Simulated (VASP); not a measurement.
Cost and result of VASP (PAW) for the bulk modulus of CdF$_{2}$ (fluorite). Static lattice, third-order Birch-Murnaghan fit over five volumes. The cost counts the five points of the equation of state, each on the mesh and cut-off of its row, so the ratios hold those differences too. With PBE it took about 60 core-seconds. Times come from single runs on busy shared machines, so they are rough: good to a factor of about 2.

```tsv
level	k-mesh	cut-off (eV)	bulk modulus (GPa)	cost over PBE
LDA	7×7×7	520	127	within a factor of 2
PBEsol	7×7×7	520	108	within a factor of 2
PBE	7×7×7	520	93.4	reference
r2SCAN	7×7×7	520	113	about 6 times
SCAN	7×7×7	520	[?]	about 6 times
```

Complete the blanks.

- SCAN, bulk modulus (GPa): 117

Left out are levels that failed, ran on another kind of processor or have no fit band path; at most nine are shown.

The compound is CdF2 in the fluorite structure.
